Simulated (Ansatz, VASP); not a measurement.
# Al2SiCN2: VASP beside Ansatz, part 2 of 2

One calculation is typed for both programs; each brings its own data sets. How far apart do they land? The cell is generated by rule, not measured, and may not be a known phase. The cell is taken from a series of runs on this material, whose earlier steps may have relaxed, scaled, displaced or heated it; both programs get it as it stands.

VASP 6.6.1 and Ansatz 0.2.0.

So far: Starting point; VASP: relaxation of cell and atoms, LDA, pair 1; Ansatz: relaxation of cell and atoms, LDA, pair 1; Comparison.

The structure was built from a prototype and need not be the compound's stable phase.

## (5) Ansatz: relaxation of cell and atoms, LDA, pair 2

Level of this step: Ansatz beside VASP: Kohn-Sham DFT, plane waves, LDA (Ansatz).

The relaxed volume is the usual yardstick between codes: in a stiff, nearly cubic crystal its relative difference is about their pressure difference at one cell divided by the bulk modulus.

The cell is taken from a series of runs on this material, whose earlier steps may have relaxed, scaled, displaced or heated it; both programs get it as it stands.

File input.yaml:

```yaml
crystal:
  lattice:
    - [2.1712385772, 2.1712385772, 0.0]
    - [-2.1731459969, 2.1731459969, 0.0]
    - [2.1721922871, -0.0009537098, 6.5073051607]
  atoms:
    - { symbol: Al, position: [0.3335903174, 0.6664096826, 0.3328193652] }
    - { symbol: Al, position: [0.6664083024, 0.3335916976, 0.6671833951] }
    - { symbol: C, position: [0.4251677049, 0.0748322951, 0.1496645902] }
    - { symbol: "N", position: [0.7459559359, 0.7540440641, 0.5080881282] }
    - { symbol: "N", position: [0.0803058383, 0.4196941617, 0.8393883234] }
    - { symbol: Si, position: [-0.0014280989, 0.0014280989, 0.0028561979] }
kpoints:
  mp_grid: { grid: [8, 8, 8] }
hamiltonian:
  xc: lda
scf:
  occupations: { method: fixed }
output:
  forces: true
  stress: true
  eigenvalues: true
relax:
  adjacent_minimum: "off"
  f_tol: 0.001
  max_steps: 60
  cell: { stress_tol: 0.01 }
```

Launch:

```console
$ ansatz run input.yaml --threads 8 --pin off --max-ram 14336MiB --backend cpu --events-out ev --progress --plain --runs-dir out
```

Numbers of over 12 decimals in the logs are rounded to 6 here.

Output:

```text
[...]
Crystal: 6 atoms, lattice volume = 61.408 Å³
Basis set: ecut = 420 eV, 1209 PW (Γ)
Bands: 18, of which v1, the nominal top of the filled ones, is band 12 counted from 1 (11 counted from 0)
Symmetry: 4 space group operations
[...]
k-points: 95 of 512 (time reversal used)
[...]
- [2.171184, 2.171184, -1.6682616950897518e-11]
    - [-2.173043, 2.173043, 0]
    - [2.172114, -0.000929556, 6.507130]
  atoms:
    - { symbol: Al, position: [0.333589, 0.666411, 0.332823] }
    - { symbol: Al, position: [0.666406, 0.333594, 0.667187] }
    - { symbol: C, position: [0.425172, 0.074828, 0.149656] }
    - { symbol: N, position: [0.745957, 0.754043, 0.508086] }
    - { symbol: N, position: [0.080305, 0.419695, 0.839390] }
    - { symbol: Si, position: [-0.00142934, 0.00142934, 0.00285869] }
[key lines of the parts left out:]
SCF converged after 6 iterations
Free energy (F): -2631.103543 eV
Fermi energy:    9.305680 eV
P = ⅓ Tr σ = 0.0005 GPa (0.005 kbar)
```

## (6) VASP: relaxation of cell and atoms, LDA, pair 2

The same cell, functional (in two slightly different forms) and mesh now go to VASP, with its own data sets.

File INCAR:

```
SYSTEM = Al2SiCN2
PREC = Accurate
ENCUT = 600
EDIFF = 1E-07
NELM = 120
ISMEAR = 0
SIGMA = 0.01
LREAL = .FALSE.
ALGO = Normal
GGA = CA
NBANDS = 18
LORBIT = 11
LWAVE = .FALSE.
LCHARG = .FALSE.
ISIF = 3
IBRION = 2
NSW = 80
EDIFFG = -0.005
LASPH = .TRUE.
GGA_COMPAT = .FALSE.
NELMIN = 4
EFERMI = MIDGAP
KPAR = 2
```

File POSCAR:

```
Al2SiCN2
1.0
    2.1712390000      2.1712390000      0.0000000000
   -2.1731460000      2.1731460000      0.0000000000
    2.1721920000     -0.0009540000      6.5073050000
Al C N Si
2 1 2 1
Direct
    0.3335901729      0.6664096734      0.3328193469
    0.6664084440      0.3335917096      0.6671834192
    0.4251675195      0.0748322846      0.1496645693
    0.7459560850      0.7540440321      0.5080880641
    0.0803057885      0.4196941745      0.8393883489
    0.9985719133      0.0014280874      0.0028561747
```

File KPOINTS:

```
Automatic mesh
0
Gamma
8 8 8
0 0 0
```

The projector-augmented-wave data sets are Al, C, N and Si (LDA family, release 64).

Launch:

```console
$ mpirun -np 2 vasp_std
```

Output:

```text
[... set-up lines as in an earlier step ...]
 entering main loop
       N       E                     dE             d eps       ncg     rms          rms(c)
DAV:   1     0.782338063406E+02    0.78234E+02   -0.12537E+04  3420   0.132E+03
DAV:   2    -0.501248404654E+02   -0.12836E+03   -0.12398E+03  4350   0.230E+02
DAV:   3    -0.561146554501E+02   -0.59898E+01   -0.59744E+01  4588   0.540E+01
DAV:   4    -0.561527921389E+02   -0.38137E-01   -0.38119E-01  4678   0.488E+00
[...]
DAV:  13    -0.486721571868E+02   -0.29287E-06   -0.13253E-05  4426   0.237E-02    0.525E-03
DAV:  14    -0.486721568964E+02    0.29039E-06   -0.11972E-06  4384   0.801E-03    0.187E-03
DAV:  15    -0.486721568835E+02    0.12916E-07   -0.20377E-07  3320   0.344E-03
   1 F= -.48672157E+02 E0= -.48672157E+02  d E =-.486722E+02
[...]
2 F= -.48672173E+02 E0= -.48672173E+02  d E =-.163644E-04
[...]
3 F= -.48672314E+02 E0= -.48672314E+02  d E =-.156733E-03
[...]
4 F= -.48672316E+02 E0= -.48672316E+02  d E =-.222986E-05
 trial-energy change:   -0.000002  1 .order   -0.000002   -0.000005    0.000000
 step:   0.8478(harm=  0.8478)  dis= 0.00025  next Energy=   -48.672316 (dE=-0.225E-05)
 reached required accuracy - stopping structural energy minimisation
```

Parts of OUTCAR (step 6):

```text
  Total       -0.0008442     -0.0008442      0.0011179      0.0034254     -0.0000000     -0.0000000
  in kB       -0.0219839     -0.0219839      0.0291120      0.0892001     -0.0000000     -0.0000000
  external PRESSURE =      -0.0049519 kB  Pullay stress =       0.0000000 kB

 POSITION                                       TOTAL-FORCE (eV/Angst)
 -----------------------------------------------------------------------------------
     -0.00100      2.17359      2.16698         0.000000      0.000000     -0.000592
      2.17260      2.17260      4.34457        -0.000000     -0.000000      0.001799
      1.08630      1.08630      0.97401        -0.000000     -0.000000      0.002026
      1.08530      3.25989      3.30787         0.000000      0.000000     -0.002451
      1.08630      1.08630      5.46586        -0.000000     -0.000000      0.002814
      2.17260      2.17260      0.01906         0.000000      0.000000     -0.003596
 -----------------------------------------------------------------------------------
    total drift:                                0.000008      0.000007     -0.000120

  FREE ENERGIE OF THE ION-ELECTRON SYSTEM (eV)
  ---------------------------------------------------
  free  energy   TOTEN  =       -48.6723158463 eV

  energy  without entropy=      -48.6723158463  energy(sigma->0) =      -48.67231585

[... 2 parts as in an earlier step ...]

[... 2 further parts left out ...]
[key lines of the parts left out:]
E-fermi :   8.6304
```

## (7) Comparison

What differs besides the data sets and the points named for the pairs above, as far as they apply: fixed occupations in Ansatz, narrow Gaussian smearing in VASP. Total energies have different zeros and are not compared.

The two programs side by side:

```csv
quantity,Ansatz,VASP,difference
volume (Å³),61.40,61.53,-0.20 %
"edge a after relaxation, in the typed setting (Å)",3.071,3.072,-0.07 %
"edge b after relaxation, in the typed setting (Å)",3.073,3.075,-0.07 %
"edge c after relaxation, in the typed setting (Å)",6.860,6.864,-0.06 %
```

## (8) Summary of results

| Property | Result |
| --- | --- |
| difference in volume (relaxation of cell and atoms, LDA, pair 1) | -0.19 % |
| difference in volume (relaxation of cell and atoms, LDA, pair 2) | -0.20 % |

What this shows: The difference in volume is -0.20 % (relaxation of cell and atoms, LDA, pair 2), within the 1.2 % picked in this series as the mark of a large difference, as far as the stopping tolerances let one tell. 1 further run of this series is not shown here. How closely two codes agree says nothing of how well the functional describes the real material.

[Lines on the potential files, build, host, timing and source positions are cut from VASP's logs without a mark.]

[Logs are printed without paths, hosts, clocks, repeated set-up lines and the standing remarks that a program may print on its own settings, such as how far it seeks lower states.]

[Hosts, paths, dates, database ids (printed as entryN), source tags and the programs' standing remarks are cut or masked in the printed files.]
